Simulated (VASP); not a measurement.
VASP runs on Re (space group P6/mmm) share one base input (PBE GGA, plane waves, VASP's PBE PAW potentials (set 64)) and change the settings named in each case.

POSCAR:
```
Re
1
    4.3603640000     0.0000000000     0.0000000000
   -2.1801820000     3.7761860000     0.0000000000
    0.0000000000     0.0000000000     2.6520440000
Re
3
Direct
  0.0000000000   0.0000000000   0.0000000000
  0.3333330000   0.6666670000   0.5000000000
  0.6666670000   0.3333330000   0.5000000000
```

KPOINTS:
```
Automatic mesh
0
Gamma
7 7 9
0 0 0
```

### INCAR
```
SYSTEM = Re
LREAL = F   # projection in real space or not
LASPH = T   # aspherical one-centre terms
LMAXMIX = 6   # l cut-off of mixed one-centre charges
LCHARG = F
LWAVE = F
PREC = Accurate
ALGO = Normal   # blocked Davidson
ISIF = 2   # forces and stress, cell fixed
EDIFF = 1E-6
GGA = PE   # PBE
NELM = 100   # most electronic steps
ENCUT = 300   # plane-wave cut-off (eV)
SIGMA = 0.272
ISMEAR = 0   # Gaussian
```

POTCAR, in this order: Re (PBE.64 set). Program: vasp_std.

```csv
change,E(σ→0) (eV/atom),pressure (GPa),−TS (eV)
base run,-12.2018,13.84,-0.0853
"GGA removed, POTCAR Re (LDA.64 set)",-13.5651,___,___
"GGA_COMPAT = .FALSE., LNONCOLLINEAR = .TRUE., LSORBIT = .TRUE., MAGMOM = 0.0 0.0 0.0 0.0 0.0 0.0 0.0 0.0 0.0, program vasp_ncl",-12.5178,14.37,-0.0845
KPOINTS 3×3×4 Γ-centred mesh,-12.1199,16.96,-0.1337
```

### Question
Some entries are withheld; supply them.

### Answer

- GGA removed, POTCAR Re (LDA.64 set), pressure (GPa): -0.81
- GGA removed, POTCAR Re (LDA.64 set), −TS (eV): -0.0854

Energies of different potentials or functionals have different zeros.  Unless said otherwise, spin-orbit coupling is left out, though it shifts the bands of the heavy elements here. At 300 eV the pressure can carry a Pulay error.

Left out are runs that ran out of time, are held back, or changed the cell or the kind of run, fixed moments of cells without a moment, rows past the twelfth, gaps on odd meshes, pressures of charged cells and columns that move by less than the noise.

The structure was generated: Re was put into an ordered model structure, which need not be its known phase. The cell was not relaxed at this level. VASP warned that the highest band is occupied, so more bands are needed.
